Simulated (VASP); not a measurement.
The system is Sn3P2.

```
Sn P
1.0
     4.01425   -0.00023   -0.06906
    -4.01465    7.05594    0.08517
    -0.15618    0.02103    8.62838
Sn P
6 4
Direct
  0.67991 0.14730 0.37226
  0.66381 0.69905 0.33638
  0.33696 0.33530 0.64631
  0.37185 0.84590 0.64729
  0.97022 0.98610 0.03142
  0.02081 0.49843 0.00148
  0.37493 0.34092 0.20202
  0.33833 0.83437 0.18358
  0.69128 0.18146 0.80525
  0.62503 0.66817 0.79707
```

The cell was built by a generator and needn't be a form met in nature.

| Quantity | Value |
| --- | --- |
| Program | VASP 6.6.1 |
| Task | relaxation of cell and atoms |
| Functional | PBE |
| Potentials or basis | VASP PAW PBE potentials, release 64 (Sn_d, P) |
| Cutoff | 520 eV |
| k mesh | 5 × 5 × 2 |
| Occupations | gaussian, width 0.15 eV |
| Spin | no spin polarisation |

At the start: pressure 2.9 GPa; volume 24.43 Å³/atom.

Q: How do energy, volume and symmetry change on relaxing?

A: Over 34 steps the energy falls by 109.2 meV/atom and the volume is 25.01 Å³/atom (+2.4 %); space group P-1 (No. 2, to 0.05 Å).

Step by step:
```csv
step,energy change (eV),largest force (eV/Å),pressure (GPa),volume (Å³)
1,0.0000,2.4753,2.93,244.31
2,-0.6159,0.8176,-1.90,260.26
3,-0.6161,0.8372,-1.89,259.99
4,-0.8554,0.6206,-0.57,252.30
5,-0.9389,0.3735,1.20,244.81
6,-1.0239,0.3153,0.06,248.09
7,-1.0253,0.3202,-0.01,248.57
8,-1.0473,0.2294,-0.07,248.73
9,-1.0662,0.1533,-0.04,249.03
10,-1.0786,0.0979,0.07,248.75
11,-1.0789,0.0955,0.04,248.72
12,-1.0787,0.1058,0.09,248.65
13,-1.0789,0.1103,0.14,248.70
14,-1.0840,0.0624,-0.32,249.88
15,-1.0842,0.0695,-0.20,249.96
16,-1.0845,0.0724,-0.18,250.12
17,-1.0849,0.0826,-0.31,250.44
18,-1.0887,0.0566,0.22,249.14
19,-1.0886,0.0532,0.05,249.28
20,-1.0886,0.0558,0.02,249.22
21,-1.0887,0.0563,0.08,249.18
22,-1.0896,0.0445,0.09,249.42
23,-1.0902,0.0348,0.04,249.79
24,-1.0901,0.0458,-0.07,249.93
25,-1.0902,0.0383,-0.10,249.84
26,-1.0907,0.0415,0.02,249.65
27,-1.0907,0.0370,0.08,249.61
28,-1.0908,0.0395,0.05,249.53
29,-1.0909,0.0480,0.15,249.38
30,-1.0909,0.0494,0.10,249.49
31,-1.0909,0.0447,0.06,249.43
32,-1.0914,0.0304,0.08,249.62
33,-1.0916,0.0324,0.01,249.99
34,-1.0919,0.0147,-0.05,250.13
```

Final structure:
```
Sn P
1.0
     3.98536    0.00092   -0.00697
    -3.98652    6.87781    0.05191
    -0.02418    0.07192    9.12466
Sn P
6 4
Direct
  0.67672 0.16783 0.35282
  0.67437 0.66743 0.35301
  0.33906 0.34061 0.65192
  0.34075 0.83997 0.65174
  0.00794 0.00444 0.00234
  0.00880 0.50468 0.00286
  0.34057 0.33504 0.19262
  0.34027 0.83523 0.19274
  0.67105 0.17053 0.81102
  0.67361 0.67125 0.81200
```

Caveat: the k mesh is coarse (spacing up to 0.36 Å⁻¹), so the values aren't converged.
